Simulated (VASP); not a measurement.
Shape and ions are relaxed at each volume.

Energy against volume of CdSe (wurtzite). Method: vdW-DF-cx, VASP's PBE PAW potentials (set 64) (plane waves; VASP 6.6.1).

```csv
V (Å³/atom),E (eV/atom)
27.006,-0.34885
27.868,-0.36197
28.730,-0.36562
29.592,-0.36125
30.454,-0.35012
```

**Question.** Fit a third-order Birch-Murnaghan equation of state.

**Answer.** 
```yaml
volume_per_atom: 28.67 Å³/atom
bulk_modulus: 50.0 GPa
pressure_derivative_of_the_bulk_modulus: 4.58
```

Measured: bulk modulus 53.4 GPa (computed value off by -6.3 %), as given by Michael Grünwald et al., The Journal of Chemical Physics (2012), arXiv:1201.2992. The calculation is for a static lattice, while the measured bulk modulus holds thermal and zero-point effects, which are part of the difference.

The compound is CdSe in the wurtzite structure. It was relaxed first.
